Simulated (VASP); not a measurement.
An input for Quantum ESPRESSO's pw.x (written as the equivalent of a VASP run, and not itself run):

```
&CONTROL
  calculation = 'vc-relax'
  pseudo_dir = './pseudo'
  outdir = './out'
  tprnfor = .true.
  tstress = .true.
  nstep = 40
  forc_conv_thr = 0.00078
/
&SYSTEM
  ibrav = 0
  nat = 2
  ntyp = 2
  ecutwfc = 92
  occupations = 'smearing'
  smearing = 'methfessel-paxton'
  degauss = 0.00735
  input_dft = 'pbe'
/
&ELECTRONS
  conv_thr = 7.3e-08
  electron_maxstep = 100
/
&IONS
/
&CELL
  press = 300
/
ATOMIC_SPECIES
  Cu 63.546 Cu.upf
  Au 196.967 Au.upf
CELL_PARAMETERS angstrom
     2.7239116   -0.0000000   -0.0000000
     0.0000000    2.7239116   -0.0000000
     0.0000000    0.0000000    3.4980278
ATOMIC_POSITIONS crystal
  Cu   0.0000000  0.0000000  0.0000000
  Au   0.5000000  0.5000000  0.5000000
K_POINTS automatic
  13 13 10 0 0 0
```

### Question
Translate this input to VASP (INCAR, KPOINTS, POSCAR, choice of POTCAR).

### Answer
Several could match; the one computed here: 
File KPOINTS:
```
Automatic mesh
0
Gamma
13 13 10
0 0 0
```

### POSCAR
```
CuAu
1.0
  2.7239115655   0.0000000000   0.0000000000
  0.0000000000   2.7239115655   0.0000000000
  0.0000000000   0.0000000000   3.4980278357
Cu Au
1 1
direct
  0.0000000000   0.0000000000   0.0000000000
  0.5000000000   0.5000000000   0.5000000000
```

INCAR:
```
LCHARG = .FALSE.
LREAL = .FALSE.
EDIFFG = -0.02   ! ionic stop
LWAVE = .FALSE.
PREC = Accurate
ALGO = Normal   ! blocked Davidson
IBRION = 2   ! conjugate gradients
LASPH = .TRUE.   ! aspherical one-centre terms
ISIF = 3   ! ions, shape and volume
GGA = PE   ! PBE
EDIFF = 1E-6   ! SCF stop (eV)
ISMEAR = 1   ! Methfessel-Paxton
LMAXMIX = 6
SIGMA = 0.1
NELM = 100   ! most electronic steps
SYSTEM = CuAu
ENCUT = 500
NSW = 40   ! most ionic steps
PSTRESS = 300   ! kbar
```

POTCAR, in this order: Cu Au (PBE.64 set). Program: vasp_std.

Limits of the translation: the potentials are each code's own (VASP's PAW set, PseudoDojo norm-conserving files in pw.x), so ENCUT and ecutwfc are chosen apart and not converted; conv_thr bounds pw.x's estimated SCF error, while EDIFF bounds the energy change between steps; forc_conv_thr acts on force components and is met together with etot_conv_thr.

The compound is CuAu in the L1_0 structure. It was relaxed first under an external pressure of 30 GPa.
